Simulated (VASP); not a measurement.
The system is TaF3.

```
Ta F
1.0
     3.90120    0.00000    0.00000
     0.00000    3.90120    0.00000
     0.00000    0.00000    3.90120
Ta F
1 3
Direct
  0.00000 0.00000 0.00000
  0.50000 0.00000 0.00000
  0.00000 0.50000 0.00000
  0.00000 0.00000 0.50000
```

Base run:

```yaml
Program: VASP 6.6.1
Functional: PBEsol
Potentials_or_basis: VASP PAW PBE potentials, release 64 (Ta_pv, F)
Cutoff: 520 eV
k_mesh: 5 × 5 × 5
Occupations: gaussian, width 0.05 eV
Spin: collinear spin, typed start
Starting_moments: "[2.0, 0.0, 0.0, 0.0] μB"
Hubbard_terms: Ta d U = 2.0 eV, J = 0.5 eV
```

Its results: band gap on the k mesh none (metal or under the smearing width); pressure 28.1 GPa.

Problem. The run is repeated on the same cell with these changes: spin from collinear spin, typed start to no spin polarisation; further incar settings from ALGO = Normal; EDIFF = 1e-06; NBANDS = 28 to ALGO = Fast; EDIFF = 1e-07; NBANDS = 24. What comes out?

Solution. Band gap on the k mesh none (metal or under the smearing width); pressure 23.0 GPa.

Caveats: the PAW data sets were made with another functional, which shifts forces and pressure a little; a pressure of tens of GPa on the cell as given is suspect, and the run, the potentials or the cell itself is likely at fault (some runs); U without spin polarisation on a metal has little footing (some runs).
